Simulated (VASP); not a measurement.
Input:

```
CELL_PARAMETERS angstrom
      1.38618    -2.40094     0.00000
      1.38618     2.40094     0.00000
      0.00000     0.00000     4.48595
ATOMIC_POSITIONS crystal
  Re 0.33333 0.66667 0.25000
  Re 0.66667 0.33333 0.75000
```

Method: PBE GGA, VASP's PBE PAW potentials (set 64) (plane waves; VASP). Settings: PREC = Normal, EDIFF = 1E-5, 400 eV cut-off, 16×16×12 Γ-centred mesh, first-order Methfessel-Paxton smearing of 0.10 eV, potentials Re.

Unless said otherwise, spin-orbit coupling is left out, though it shifts the bands of the heavy elements here.

Problem. What does the run give for the energy per atom (σ→0), band gap (on the k-mesh) with the smallest direct gap where there is one?

Solution. 
band gap (on the k-mesh): none (metal, semimetal or under 0.01 eV)
energy per atom (σ→0): -12.424 eV/atom

The compound is Re in the hcp structure. It was relaxed first.
